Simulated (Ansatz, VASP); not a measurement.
# Cross-check of TiB2 between VASP and Ansatz

Wanted: the spread between two codes on one cell, functional and k mesh. The cell is taken from a series of runs on this material, whose earlier steps may have relaxed, scaled, displaced or heated it; both programs get it as it stands.

Main program and level: Ansatz 0.2.0; plane waves, with VASP 6.6.1 beside it; zone-centre phonons at PBEsol.

**1. The structure**

It takes space group P6/mmm (No. 191, hexagonal). The conventional cell has a = 3.009 Å, b = 3.009 Å, c = 3.171 Å, α = 90.00°, β = 90.00°, γ = 120.00°. Nearest to B lie 3 B at 1.74 Å and 6 Ti at 2.35 Å. Ti has 12 B at 2.35 Å nearest. Farther neighbours are not listed.

**2. VASP: zone-centre phonons, PBEsol**

Second derivatives magnify differences that forces hide, and they need a tight electronic threshold.

Lines of VASP's logs that name or quote its potential files are left out, and so is its time.

INCAR reads:

```
SYSTEM = TiB2
PREC = Accurate
ENCUT = 500
EDIFF = 1E-08
NELM = 120
ISMEAR = 1
SIGMA = 0.2
LREAL = .FALSE.
ALGO = Normal
GGA = PS
NBANDS = 15
LASPH = .TRUE.
LORBIT = 11
LWAVE = .FALSE.
LCHARG = .FALSE.
ISIF = 2
IBRION = 8
GGA_COMPAT = .FALSE.
KPAR = 2
```

POSCAR reads:

```
TiB2
1.0
    3.0086699291      0.0000000000      0.0000000000
   -1.5043349646      2.6055845902      0.0000000000
    0.0000000000      0.0000000000      3.1707876190
B Ti
2 1
Direct
    0.3333333333      0.6666666667      0.5000000000
    0.6666666667      0.3333333333      0.5000000000
    0.0000000000      0.0000000000      0.0000000000
```

KPOINTS reads:

```
Automatic mesh
0
Gamma
15 15 16
0 0 0
```

Potentials, in the order of the species: B and Ti_sv (PBE family, release 64).

Launch:

```
$ mpirun -np 2 vasp_std
```

Numbers of over 12 decimals in the logs are rounded to 6 here.

The log of the run:

```text
[banner, memory and clock lines left out]
running    2 mpi-ranks, on    1 nodes
 distrk:  each k-point on    1 cores,    2 groups
 distr:  one band on    1 cores,    1 groups

 POSCAR found type information on POSCAR B Ti
 POSCAR found :  2 types and       3 ions
|                                                                             |
|               ----> ADVICE to this user running VASP <----                  |
|                                                                             |
|     You enforced a specific xc type in the INCAR file but a different       |
|     [... a line on the potential file left out ...]
|     I HOPE YOU KNOW WHAT YOU ARE DOING!                                     |
|                                                                             |

 LDA part: xc-table for (Slater+PW92), standard interpolation
 POSCAR, INCAR and KPOINTS ok, starting setup
 FFT: planning ... GRIDC
 FFT: planning ... GRID_SOFT
 FFT: planning ... GRID
 WAVECAR not read
 entering main loop
       N       E                     dE             d eps       ncg     rms          rms(c)
DAV:   1     0.120587641663E+03    0.12059E+03   -0.89274E+03  7305   0.133E+03
DAV:   2    -0.230944812311E+02   -0.14368E+03   -0.13912E+03  7619   0.355E+02
DAV:   3    -0.306188303899E+02   -0.75243E+01   -0.74514E+01 10319   0.788E+01
DAV:   4    -0.308395148839E+02   -0.22068E+00   -0.22045E+00  9031   0.120E+01
DAV:   5    -0.308444020406E+02   -0.48872E-02   -0.48870E-02 10620   0.155E+00    0.178E+01
DAV:   6    -0.257708961786E+02    0.50735E+01   -0.20463E+01 10126   0.526E+01    0.395E+00
DAV:   7    -0.257868032545E+02   -0.15907E-01   -0.11212E+00  7731   0.120E+01    0.362E+00
DAV:   8    -0.257904873784E+02   -0.36841E-02   -0.84893E-02 11858   0.248E+00    0.689E-01
DAV:   9    -0.257891394821E+02    0.13479E-02   -0.27193E-02  9062   0.224E+00    0.192E-01
DAV:  10    -0.257889784688E+02    0.16101E-03   -0.33095E-03  9166   0.761E-01    0.122E-01
DAV:  11    -0.257888825031E+02    0.95966E-04   -0.22207E-04  9822   0.162E-01    0.597E-02
DAV:  12    -0.257888654011E+02    0.17102E-04   -0.66735E-05  9188   0.999E-02    0.147E-02
DAV:  13    -0.257888654479E+02   -0.46800E-07   -0.44379E-06  8915   0.201E-02    0.328E-03
DAV:  14    -0.257888653108E+02    0.13712E-06   -0.81967E-07 10868   0.993E-03    0.684E-04
DAV:  15    -0.257888653363E+02   -0.25529E-07   -0.32994E-08  7393   0.243E-03    0.388E-04
DAV:  16    -0.257888653627E+02   -0.26368E-07   -0.41685E-09  4331   0.629E-04    0.104E-04
DAV:  17    -0.257888653614E+02    0.12910E-08   -0.42810E-10  3953   0.238E-04
   1 F= -.25788865E+02 E0= -.25788876E+02  d E =0.319690E-04
 Linear response reoptimize wavefunctions to high precision
DAV:   1    -0.257888653620E+02   -0.55047E-09   -0.11769E-10  4576   0.110E-04
DAV:   2    -0.257888653620E+02   -0.79581E-11   -0.28141E-11  3904   0.530E-05
 Linear response DOF=           4
 Linear response progress:
  Degree of freedom:   1/  4
       N       E                     dE             d eps       ncg     rms          rms(c)
RMM:   1    -0.504792862589E-01   -0.50479E-01   -0.26936E-02 70360   0.144E+00
RMM:   2    -0.449369601471E-01    0.55423E-02   -0.29579E-03 58827   0.373E-01    0.167E-01
RMM:   3    -0.447582181853E-01    0.17874E-03   -0.11219E-03 59462   0.190E-01    0.830E-02
RMM:   4    -0.453267211094E-01   -0.56850E-03   -0.79269E-04 59257   0.145E-01    0.904E-03
RMM:   5    -0.453191559440E-01    0.75652E-05   -0.14687E-04 71926   0.547E-02    0.332E-03
RMM:   6    -0.453423014264E-01   -0.23145E-04   -0.32322E-05 74710   0.231E-02    0.142E-03
RMM:   7    -0.453356851346E-01    0.66163E-05   -0.64360E-06 73073   0.969E-03    0.445E-04
RMM:   8    -0.453410981102E-01   -0.54130E-05   -0.14031E-06 74551   0.470E-03    0.226E-04
RMM:   9    -0.453395888733E-01    0.15092E-05   -0.69620E-07 74799   0.229E-03    0.669E-05
RMM:  10    -0.453397641950E-01   -0.17532E-06   -0.28182E-07 75652   0.115E-03    0.178E-05
RMM:  11    -0.453398687422E-01   -0.10455E-06   -0.22778E-07 76293   0.591E-04    0.144E-05
RMM:  12    -0.453398740848E-01   -0.53426E-08   -0.95375E-08 75159   0.319E-04    0.125E-05
 first order change of Fermi-energy   0.60579E-04
 force on displaced ion       1 direction 1 : -20.601  -0.002   0.000
 Linear response progress:
  Degree of freedom:   2/  4
       N       E                     dE             d eps       ncg     rms          rms(c)
RMM:   1    -0.464852079778E-01   -0.46485E-01    0.10721E-02 23395   0.177E+00
RMM:   2    -0.444920788235E-01    0.19931E-02   -0.25115E-03 21743   0.357E-01    0.127E-01
RMM:   3    -0.444376168088E-01    0.54462E-04   -0.10699E-03 22207   0.188E-01    0.618E-02
RMM:   4    -0.448748748393E-01   -0.43726E-03   -0.56491E-04 22726   0.130E-01    0.123E-02
RMM:   5    -0.449223845443E-01   -0.47510E-04   -0.12227E-04 25810   0.551E-02    0.359E-03
RMM:   6    -0.449503738653E-01   -0.27989E-04   -0.23937E-05 26686   0.245E-02    0.142E-03
RMM:   7    -0.449382182435E-01    0.12156E-04   -0.60001E-06 26180   0.113E-02    0.570E-04
RMM:   8    -0.449410133399E-01   -0.27951E-05   -0.50581E-07 26785   0.565E-03    0.155E-04
RMM:   9    -0.449410482444E-01   -0.34904E-07   -0.82226E-07 26974   0.277E-03    0.129E-04
RMM:  10    -0.449409752185E-01    0.73026E-07   -0.70085E-07 26311   0.144E-03    0.929E-05
RMM:  11    -0.449414835338E-01   -0.50832E-06   -0.43131E-07 26340   0.735E-04    0.444E-05
RMM:  12    -0.449414532292E-01    0.30305E-07   -0.10257E-07 27430   0.393E-04    0.823E-06
RMM:  13    -0.449414247512E-01    0.28478E-07   -0.16577E-07 27274   0.209E-04    0.141E-05
RMM:  14    -0.449414209957E-01    0.37555E-08   -0.28412E-08 26274   0.118E-04    0.140E-05
 first order change of Fermi-energy  -0.28526E-03
 force on displaced ion       1 direction 3 :   0.000   0.000 -10.385
 Linear response progress:
  Degree of freedom:   3/  4
       N       E                     dE             d eps       ncg     rms          rms(c)
RMM:   1    -0.692896235515E+00   -0.69290E+00    0.49915E+00 17486   0.135E+02
RMM:   2    -0.654068481925E+00    0.38828E-01   -0.33139E-01 29046   0.515E+00    0.184E-01
RMM:   3    -0.652309366072E+00    0.17591E-02   -0.22378E-02 34259   0.124E+00    0.821E-02
RMM:   4    -0.652052330073E+00    0.25704E-03   -0.12679E-02 38404   0.566E-01    0.184E-02
RMM:   5    -0.652891188658E+00   -0.83886E-03   -0.11557E-03 39409   0.193E-01    0.952E-03
RMM:   6    -0.653200391042E+00   -0.30920E-03   -0.29402E-04 40778   0.840E-02    0.453E-03
RMM:   7    -0.653392784550E+00   -0.19239E-03   -0.71190E-05 39475   0.384E-02    0.921E-04
RMM:   8    -0.653431085652E+00   -0.38301E-04   -0.23856E-05 41844   0.173E-02    0.236E-04
RMM:   9    -0.653436637841E+00   -0.55522E-05   -0.14583E-05 42158   0.911E-03    0.170E-04
RMM:  10    -0.653440759941E+00   -0.41221E-05   -0.10064E-05 42434   0.487E-03    0.152E-04
RMM:  11    -0.653442761340E+00   -0.20014E-05   -0.83179E-06 42815   0.307E-03    0.161E-04
RMM:  12    -0.653437750476E+00    0.50109E-05   -0.58991E-06 40163   0.214E-03    0.341E-04
RMM:  13    -0.653449466099E+00   -0.11716E-04   -0.51046E-06 35955   0.172E-03    0.183E-05
RMM:  14    -0.653449518096E+00   -0.51997E-07   -0.45160E-06 42224   0.119E-03    0.270E-05
RMM:  15    -0.653449549543E+00   -0.31447E-07   -0.36916E-06 43027   0.943E-04    0.355E-05
RMM:  16    -0.653450740807E+00   -0.11913E-05   -0.30574E-06 38212   0.797E-04    0.301E-05
RMM:  17    -0.653451929865E+00   -0.11891E-05   -0.27652E-06 37579   0.688E-04    0.522E-05
RMM:  18    -0.653451700452E+00    0.22941E-06   -0.23392E-06 39968   0.587E-04    0.542E-05
RMM:  19    -0.653451784974E+00   -0.84522E-07   -0.19925E-06 40595   0.513E-04    0.563E-05
RMM:  20    -0.653451708759E+00    0.76214E-07   -0.17116E-06 35876   0.468E-04    0.707E-05
RMM:  21    -0.653451968502E+00   -0.25974E-06   -0.14616E-06 34340   0.416E-04    0.681E-05
RMM:  22    -0.653452032376E+00   -0.63874E-07   -0.12603E-06 38219   0.365E-04    0.682E-05
RMM:  23    -0.653451790965E+00    0.24141E-06   -0.10759E-06 36521   0.335E-04    0.743E-05
 first order change of Fermi-energy   0.40344E-03
 force on displaced ion       3 direction 1 : -15.722  -0.000   0.000
 Linear response progress:
  Degree of freedom:   4/  4
       N       E                     dE             d eps       ncg     rms          rms(c)
RMM:   1    -0.794032734095E+00   -0.79403E+00   -0.21489E+00  7517   0.131E+02
RMM:   2    -0.743367388658E+00    0.50665E-01   -0.30986E-01 11971   0.476E+00    0.202E-01
RMM:   3    -0.742357607932E+00    0.10098E-02   -0.23344E-02 13948   0.118E+00    0.914E-02
RMM:   4    -0.742799422896E+00   -0.44181E-03   -0.16452E-02 15277   0.582E-01    0.252E-02
RMM:   5    -0.743681117681E+00   -0.88169E-03   -0.15318E-03 16234   0.193E-01    0.213E-02
RMM:   6    -0.745230604770E+00   -0.15495E-02   -0.30576E-04 14039   0.102E-01    0.148E-02
RMM:   7    -0.744681804961E+00    0.54880E-03   -0.88534E-05 14953   0.449E-02    0.120E-03
RMM:   8    -0.744719636860E+00   -0.37832E-04   -0.26185E-05 16651   0.208E-02    0.561E-04
RMM:   9    -0.744731206058E+00   -0.11569E-04   -0.21526E-05 17143   0.104E-02    0.237E-04
RMM:  10    -0.744733402833E+00   -0.21968E-05   -0.16790E-05 17033   0.588E-03    0.165E-04
RMM:  11    -0.744736370881E+00   -0.29680E-05   -0.14366E-05 16768   0.362E-03    0.117E-04
RMM:  12    -0.744738372949E+00   -0.20021E-05   -0.11381E-05 17041   0.250E-03    0.926E-05
RMM:  13    -0.744748219410E+00   -0.98465E-05   -0.97478E-06 15263   0.202E-03    0.161E-04
RMM:  14    -0.744741973909E+00    0.62455E-05   -0.79974E-06 15464   0.159E-03    0.297E-05
RMM:  15    -0.744743302255E+00   -0.13283E-05   -0.77416E-06 16186   0.121E-03    0.137E-05
RMM:  16    -0.744743200449E+00    0.10181E-06   -0.54181E-06 17536   0.975E-04    0.212E-05
RMM:  17    -0.744743322338E+00   -0.12189E-06   -0.60602E-06 17105   0.814E-04    0.274E-05
RMM:  18    -0.744743289392E+00    0.32945E-07   -0.37574E-06 16566   0.690E-04    0.323E-05
RMM:  19    -0.744742952705E+00    0.33669E-06   -0.46468E-06 15736   0.602E-04    0.416E-05
RMM:  20    -0.744742889646E+00    0.63059E-07   -0.24069E-06 16298   0.513E-04    0.447E-05
RMM:  21    -0.744742957921E+00   -0.68274E-07   -0.34071E-06 16178   0.443E-04    0.464E-05
RMM:  22    -0.744742952163E+00    0.57576E-08   -0.16774E-06 14763   0.395E-04    0.428E-05
 first order change of Fermi-energy   0.22022E-02
 force on displaced ion       3 direction 3 :  -0.000  -0.000 -15.988
 Linear response finished
```

OUTCAR, selected parts (step 2):

```text
ion  position               nearest neighbor table
   1  0.333  0.667  0.500-   2 1.74   2 1.74   2 1.74   3 2.35   3 2.35   3 2.35   3 2.35   3 2.35
                             3 2.35
   2  0.667  0.333  0.500-   1 1.74   1 1.74   1 1.74   3 2.35   3 2.35   3 2.35   3 2.35   3 2.35
                             3 2.35
   3  0.000  0.000  0.000-   1 2.35   2 2.35   1 2.35   2 2.35   2 2.35   2 2.35   1 2.35   1 2.35
                             2 2.35   2 2.35   1 2.35   1 2.35

  LATTYP: Found a hexagonal cell.
 ALAT       =     3.0086699291
 C/A-ratio  =     1.0538835079

 Subroutine GETGRP returns: Found 24 space group operations
 (whereof 24 operations were pure point group operations)

The static configuration has the point symmetry D_6h.

 Found    243 irreducible k-points:

   k-points           NKPTS =    243   k-points in BZ     NKDIM =    243   number of bands    NBANDS=     15

   dimension x,y,z NGX =    24 NGY =   24 NGZ =   24
   dimension x,y,z NGXF=    48 NGYF=   48 NGZF=   48

   ENCUT  =  500.0 eV  36.75 Ry    6.06 a.u.   5.49  5.49  5.78*2*pi/ulx,y,z

   NELECT =      18.0000    total number of electrons

 k-points in reciprocal lattice and weights: Automatic mesh
   0.00000000  0.00000000  0.00000000       0.000
   0.06666667 -0.00000000  0.00000000       0.002
   0.13333333 -0.00000000  0.00000000       0.002
   0.20000000  0.00000000  0.00000000       0.002
   0.26666667 -0.00000000  0.00000000       0.002
   0.33333333 -0.00000000  0.00000000       0.002
   0.40000000 -0.00000000  0.00000000       0.002
   0.46666667 -0.00000000  0.00000000       0.002
   0.06666667  0.06666667  0.00000000       0.002
[...]
0.33333333  0.26666667  0.50000000       0.003
   0.33333333  0.33333333  0.50000000       0.001

 average (electrostatic) potential at core
       1 -22.0447       2 -22.0447       3 -70.2718

  Total        0.4857653      0.4857653      0.4658978     -0.0000000      0.0000000      0.0000000
  in kB       31.3105136     31.3105136     30.0299341     -0.0000000      0.0000000      0.0000000
  external PRESSURE =      30.8836537 kB  Pullay stress =       0.0000000 kB

  energy-cutoff  :      500.00
  volume of cell :       24.86
      direct lattice vectors                 reciprocal lattice vectors
     3.008669929  0.000000000  0.000000000     0.332372784  0.191895516  0.000000000
    -1.504334965  2.605584590  0.000000000     0.000000000  0.383791032  0.000000000
     0.000000000  0.000000000  3.170787619     0.000000000  0.000000000  0.315379054

 POSITION                                       TOTAL-FORCE (eV/Angst)
 -----------------------------------------------------------------------------------
     -0.00000      1.73706      1.58539         0.000000      0.000000      0.000000
      1.50433      0.86853      1.58539        -0.000000      0.000000      0.000000
      0.00000      0.00000      0.00000        -0.000000      0.000000      0.000000
 -----------------------------------------------------------------------------------
    total drift:                               -0.000000      0.000000      0.000000

 Eigenvectors and eigenvalues of the dynamical matrix
 ----------------------------------------------------

   1 f  =   27.458659 THz   172.527842 2PiTHz  915.922271 cm-1   113.559837 meV
             X         Y         Z           dx          dy          dz
     -0.000000  1.737056  1.585394    -0.514389    0.485184   -0.000000
      1.504335  0.868528  1.585394     0.514389   -0.485184    0.000000
      0.000000  0.000000  0.000000    -0.000000    0.000000    0.000000

   2 f  =   27.458659 THz   172.527842 2PiTHz  915.922271 cm-1   113.559837 meV
             X         Y         Z           dx          dy          dz
     -0.000000  1.737056  1.585394     0.485184    0.514389   -0.000000
      1.504335  0.868528  1.585394    -0.485184   -0.514389    0.000000
      0.000000  0.000000  0.000000     0.000000    0.000000    0.000000

   3 f  =   16.991997 THz   106.763866 2PiTHz  566.792012 cm-1    70.273222 meV
             X         Y         Z           dx          dy          dz
     -0.000000  1.737056  1.585394     0.000000   -0.000000   -0.707107
      1.504335  0.868528  1.585394     0.000000   -0.000000    0.707107
      0.000000  0.000000  0.000000    -0.000000    0.000000    0.000000

   4 f  =   16.199343 THz   101.783473 2PiTHz  540.351915 cm-1    66.995069 meV
             X         Y         Z           dx          dy          dz
     -0.000000  1.737056  1.585394    -0.000000   -0.000000   -0.586943
      1.504335  0.868528  1.585394     0.000000   -0.000000   -0.586943
      0.000000  0.000000  0.000000     0.000000    0.000000    0.557670

   5 f  =   16.053853 THz   100.869333 2PiTHz  535.498895 cm-1    66.393371 meV
             X         Y         Z           dx          dy          dz
     -0.000000  1.737056  1.585394    -0.426864    0.402611   -0.000000
      1.504335  0.868528  1.585394    -0.426864    0.402611    0.000000
      0.000000  0.000000  0.000000     0.405941   -0.382877    0.000000

   6 f  =   16.053853 THz   100.869333 2PiTHz  535.498895 cm-1    66.393371 meV
             X         Y         Z           dx          dy          dz
     -0.000000  1.737056  1.585394    -0.402611   -0.426864    0.000000
      1.504335  0.868528  1.585394    -0.402611   -0.426864   -0.000000
      0.000000  0.000000  0.000000     0.382877    0.405941    0.000000

   7 f/i=    0.001802 THz     0.011323 2PiTHz    0.060111 cm-1     0.007453 meV
             X         Y         Z           dx          dy          dz
     -0.000000  1.737056  1.585394    -0.000000   -0.000000   -0.394332
      1.504335  0.868528  1.585394     0.000000   -0.000000   -0.394332
      0.000000  0.000000  0.000000     0.000000    0.000000   -0.830063

   8 f/i=    0.004921 THz     0.030917 2PiTHz    0.164132 cm-1     0.020350 meV
             X         Y         Z           dx          dy          dz
     -0.000000  1.737056  1.585394     0.391280   -0.050903    0.000000
      1.504335  0.868528  1.585394     0.391280   -0.050903    0.000000
      0.000000  0.000000  0.000000     0.822895   -0.107054    0.000000

   9 f/i=    0.004921 THz     0.030917 2PiTHz    0.164132 cm-1     0.020350 meV
             X         Y         Z           dx          dy          dz
     -0.000000  1.737056  1.585394     0.050903    0.391280    0.000000
      1.504335  0.868528  1.585394     0.050903    0.391280    0.000000
      0.000000  0.000000  0.000000     0.107054    0.822895    0.000000

 ELASTIC MODULI CONTR FROM IONIC RELAXATION (kBar)
 Direction    XX          YY          ZZ          XY          YZ          ZX
 --------------------------------------------------------------------------------
 XX         -59.4926     59.4926      0.0000      0.0000      0.0000      0.0000
 YY          59.4926    -59.4926     -0.0000      0.0000      0.0000      0.0000
 ZZ           0.0000     -0.0000     -0.0000     -0.0000      0.0000      0.0000
 XY           0.0000      0.0000     -0.0000    -59.4926      0.0000      0.0000
 YZ           0.0000      0.0000      0.0000      0.0000      0.0000      0.0000
 ZX           0.0000      0.0000      0.0000      0.0000      0.0000      0.0000
 --------------------------------------------------------------------------------
```

[end of part 1 of 2]

[Lines on the potential files, build, host, timing and source positions are cut from VASP's logs without a mark.]

[Logs are printed without paths, hosts, clocks, repeated set-up lines and the standing remarks that a program may print on its own settings, such as how far it seeks lower states.]

[Hosts, paths, dates, database ids (printed as entryN), source tags and the programs' standing remarks are cut or masked in the printed files.]
